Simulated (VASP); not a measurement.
Consider the following.

```xyz
2
Lattice="0.0000 2.1864 2.1864 2.1864 0.0000 2.1864 2.1864 2.1864 0.0000" Properties=species:S:1:pos:R:3 pbc="T T T"
Ga     0.0000     0.0000     0.0000
N      1.0932     1.0932     1.0932
```

These are LDA (Ceperley-Alder, Perdew-Zunger), VASP's LDA PAW potentials (set 64) (plane waves; VASP) values and carry that method's errors. Numerical set-up: 520 eV cut-off, 10×10×10 Γ-centred mesh, Gaussian smearing of 0.050 eV, potentials Ga_d N.

Question: The job: GaN (zinc blende), 2 atoms, LDA, static run, 520 eV, 10×10×10 Γ-centred mesh. Roughly how much core time does it take on a busy server core?

Answer: About 30 core-seconds (one run on a shared machine, a rough figure). It had 47 irreducible k-points, 13 bands, up to 588 plane waves and 13 electronic steps.

The compound is GaN in the zinc blende structure, a metastable form; wurtzite is the usual one. This cell is one point of a volume scan, at 0.94 of the reference volume.
